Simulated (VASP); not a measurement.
These are PBEsol GGA, VASP's PBE PAW potentials (set 64) (plane waves; VASP) values and carry that method's errors.

Input for VASP

File POSCAR:
```
BeCd3S4
1
    0.0000000000     2.7831292459     2.7831292459
    2.7831292459    -0.0000000000     2.7831292459
   11.2910974003    11.2910974003    -0.1585804165
Cd S Be
3 4 1
Direct
  0.0270063289   0.0270063289   0.9797452533
  0.0036143873   0.0036143873   0.2472892095
  0.9809751031   0.9809751031   0.5142686726
  0.2559968663   0.2559968663   0.0580023503
  0.2333111875   0.2333111875   0.3250166094
  0.2129975424   0.2129975424   0.5902518432
  0.2814631235   0.2814631235   0.7889026574
  0.0046354610   0.0046354610   0.7465234043
```

### KPOINTS
```
Automatic mesh
0
Gamma
6 6 2
0 0 0
```

**INCAR**
```
ALGO = Normal
EDIFF = 1E-6
EDIFFG = -0.02
ENCUT = 400
GGA = PS
IBRION = 2
ISIF = 3
ISMEAR = 0
LASPH = .TRUE.
LCHARG = .FALSE.
LMAXMIX = 4
LREAL = .FALSE.
LWAVE = .FALSE.
NELM = 100
NSW = 60
PREC = Accurate
SIGMA = 0.05
SYSTEM = BeCd3S4
```

POTCAR, in this order: Cd S Be (PBE.64 set). Program: vasp_std.

Question: What will the output report for the number of irreducible k-points (NKPTS), number of bands (NBANDS), largest plane-wave count, number of space-group operations, FFT grid (NGX, NGY, NGZ)?

Answer: 
| Item | Value |
|---|---|
| number of irreducible k-points (NKPTS) | 22 |
| number of bands (NBANDS) | 37 |
| largest plane-wave count | 3228 |
| number of space-group operations | 6 |
| FFT grid (NGX, NGY, NGZ) | 28 × 28 × 108 |

The structure was generated: BeCd3S4 was put into an ordered model structure (R3m), which need not be its known phase. It was relaxed first. The start is the result of an earlier pass.
